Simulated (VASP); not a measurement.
Data:

```
CELL_PARAMETERS angstrom
      2.31642     0.00000     0.00000
     -1.15821     4.16985     0.00000
      0.00000     0.00000    24.03020
ATOMIC_POSITIONS crystal
  Be 0.29460 0.58920 0.29130
  Be 0.94816 0.89632 0.35093
  Be 0.67888 0.35775 0.36285
  Be 0.33244 0.66488 0.42248
  Be 0.06315 0.12630 0.43441
  Be 0.71671 0.43343 0.49404
  Be 0.44743 0.89485 0.50596
  Be 0.10099 0.20198 0.56559
  Be 0.83170 0.66341 0.57752
  Be 0.48527 0.97053 0.63714
  Be 0.21598 0.43196 0.64907
  Be 0.86954 0.73908 0.70870
```

Level of theory: LDA (Ceperley-Alder, Perdew-Zunger), VASP's LDA PAW potentials (set 64) (plane waves; VASP). Settings: 300 eV cut-off, 15×15×1 Γ-centred mesh, Fermi-Dirac smearing of 0.10 eV, potentials Be.

At this cut-off the stress carries a Pulay error, which pulls relaxed volumes low. The cell holds a wide vacuum, so values per volume refer to the whole cell.

Task: Which forces act on the atoms, in eV/Å?

Result: 
```json
[
 {"atom": "Be1", "Fx": "0.000", "Fy": "-0.065", "Fz": "0.826"},
 {"atom": "Be2", "Fx": "0.000", "Fy": "0.077", "Fz": "-0.190"},
 {"atom": "Be3", "Fx": "0.000", "Fy": "-0.118", "Fz": "-0.189"},
 {"atom": "Be4", "Fx": "0.000", "Fy": "0.118", "Fz": "-0.177"},
 {"atom": "Be5", "Fx": "0.000", "Fy": "-0.042", "Fz": "0.094"},
 {"atom": "Be6", "Fx": "0.000", "Fy": "-0.010", "Fz": "-0.181"},
 {"atom": "Be7", "Fx": "0.000", "Fy": "0.010", "Fz": "0.181"},
 {"atom": "Be8", "Fx": "0.000", "Fy": "0.042", "Fz": "-0.094"},
 {"atom": "Be9", "Fx": "0.000", "Fy": "-0.118", "Fz": "0.177"},
 {"atom": "Be10", "Fx": "0.000", "Fy": "0.118", "Fz": "0.189"},
 {"atom": "Be11", "Fx": "0.000", "Fy": "-0.077", "Fz": "0.190"},
 {"atom": "Be12", "Fx": "0.000", "Fy": "0.065", "Fz": "-0.826"}
]
```

Task: Give the stress tensor in GPa (positive for a compressed cell).

Result: 
```
-6.09   0.00   0.00
 0.00  -6.57   0.40
 0.00   0.40  -3.64
```
The pressure is its mean diagonal, -5.43 GPa.

The cell is a sheet with vacuum, built from a database entry that may be metastable or hypothetical.
